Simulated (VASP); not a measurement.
```
MoTe2
1.0
    1.77899    -3.08130     0.00000
    1.77899     3.08130     0.00000
    0.00000     0.00000    14.99960
Te Mo
4 2
Direct
  0.33333   0.66667   0.87061
  0.66667   0.33333   0.37061
  0.66667   0.33333   0.12939
  0.33333   0.66667   0.62939
  0.33333   0.66667   0.25000
  0.66667   0.33333   0.75000
```

These are PBE GGA, VASP's PBE PAW potentials (set 64) (plane waves; VASP 6.6.1) values and carry that method's errors. Numerical set-up: 520 eV cut-off, 8×8×2 Γ-centred mesh, tetrahedra with Blöchl corrections, potentials Te Mo_sv.

The cores are frozen, which limits the accuracy of field gradients. Without a dispersion term in the relaxation, distances and binding between the weakly bound layers, chains or molecules are unreliable, and so is what depends on them.

### Question
Give the principal components of the electric field gradient (V/Å²) and the asymmetry η at each nucleus.

### Answer

| atom | Vxx | Vyy | Vzz | η |
|---|---|---|---|---|
| Te1 | 94.1 | 94.1 | -188.2 | 0.00 |
| Te2 | 94.1 | 94.1 | -188.2 | 0.00 |
| Te3 | 94.1 | 94.1 | -188.2 | 0.00 |
| Te4 | 94.1 | 94.1 | -188.2 | 0.00 |
| Mo5 | 36.4 | 36.4 | -72.7 | 0.00 |
| Mo6 | 36.4 | 36.4 | -72.7 | 0.00 |

The compound is MoTe2 in the 2H layered structure. It was relaxed first, which changed the volume by +10 %.
